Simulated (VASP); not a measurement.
VASP input:

### INCAR
```
# general
SYSTEM  = Ti3Pt
PREC    = Accurate
ENCUT   = 300
LREAL   = .False.   # projection in real space or not
LASPH   = .True.   # aspherical one-centre terms

# electronic loop
EDIFF   = 1E-6
NELM    = 100   # most electronic steps
ALGO    = Normal
LMAXMIX = 6   # l cut-off of mixed one-centre charges

# smearing
ISMEAR  = -1   # Fermi-Dirac
SIGMA   = 0.1   # width (eV)

# ions
ISIF    = 2   # forces and stress, cell fixed

# output
LWAVE   = .False.
LCHARG  = .False.
```

### POSCAR
```
Ti3Pt
1
   -1.9364870000     1.9364870000     4.3134150000
    1.9364870000    -1.9364870000     4.3134150000
    1.9364870000     1.9364870000    -4.3134150000
Ti Pt
3 1
Direct
  0.5000000000   0.5000000000   0.0000000000
  0.7500000000   0.2500000000   0.5000000000
  0.2500000000   0.7500000000   0.5000000000
  0.0000000000   0.0000000000   0.0000000000
```

KPOINTS:
```
Regular mesh
0
gamma
 6 6 6
```

POTCAR, in this order: Ti_sv Pt (LDA.64 set). Program: vasp_std.

Q: Translate this LDA calculation to Quantum ESPRESSO's pw.x.

A: One equivalent input (not run):
```
&CONTROL
  calculation = 'scf'
  pseudo_dir = './pseudo'
  outdir = './out'
  tprnfor = .true.
  tstress = .true.
/
&SYSTEM
  ibrav = 0
  nat = 4
  ntyp = 2
  ecutwfc = 84
  occupations = 'smearing'
  smearing = 'fermi-dirac'
  degauss = 0.00735
  input_dft = 'pz'
/
&ELECTRONS
  conv_thr = 7.3e-08
  electron_maxstep = 100
/
ATOMIC_SPECIES
  Ti 47.867 Ti.upf
  Pt 195.084 Pt.upf
CELL_PARAMETERS angstrom
    -1.9364870    1.9364870    4.3134150
     1.9364870   -1.9364870    4.3134150
     1.9364870    1.9364870   -4.3134150
ATOMIC_POSITIONS crystal
  Ti   0.5000000  0.5000000  0.0000000
  Ti   0.7500000  0.2500000  0.5000000
  Ti   0.2500000  0.7500000  0.5000000
  Pt   0.0000000  0.0000000  0.0000000
K_POINTS automatic
  6 6 6 0 0 0
```
The two are equivalent in intent, not identical: the potentials are each code's own (VASP's PAW set, PseudoDojo norm-conserving files in pw.x), so ENCUT and ecutwfc are chosen apart and not converted; conv_thr bounds pw.x's estimated SCF error, while EDIFF bounds the energy change between steps.

The structure was generated: Ti3Pt was put into an ordered model structure, which need not be its known phase. The cell was not relaxed at this level. The k-mesh is coarse (spacing up to 0.38 per Å, 2π included), so the numbers may not be converged in it. The run is one of a series of settings (GGA removed, POTCAR Ti_sv Pt (LDA.64 set) against the base run), some of them coarse on purpose.
